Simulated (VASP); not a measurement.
Here is the system:

```
CELL_PARAMETERS angstrom
      0.00000     2.93057     2.93057
      2.93057     0.00000     2.93057
      2.93057     2.93057     0.00000
ATOMIC_POSITIONS crystal
  Au 0.00000 0.00000 0.00000
  Cl 0.25000 0.25000 0.25000
```

Level of theory: PBEsol GGA, VASP's PBE PAW potentials (set 64) (plane waves; VASP). Run with 400 eV cut-off, Gaussian smearing of 0.050 eV, potentials Au Cl.

Give the energies of bands 2 to 11 at the high-symmetry points, in eV from the Fermi level.

```tsv
band	Γ	X	U	L	W
2	-5.51	-6.22	-5.93	-5.89	-5.74
3	-5.51	-4.90	-5.18	-5.27	-5.49
4	-5.51	-4.90	-5.01	-5.27	-4.89
5	-2.63	-2.61	-2.83	-2.52	-2.75
6	-2.63	-2.38	-2.51	-2.52	-2.46
7	-0.75	-2.36	-2.23	-2.39	-2.36
8	0.00	-1.72	-1.71	-0.80	-2.02
9	0.00	-1.72	-1.33	-0.80	-1.18
10	0.00	3.58	3.39	1.78	3.54
11	7.07	4.05	4.96	5.85	5.53
```

It has no gap at this level: it comes out as a metal or semimetal.

The structure was generated: AuCl was put into the zinc blende type (F-43m), which need not be its known phase. It was relaxed first, which changed the volume by +21 %.
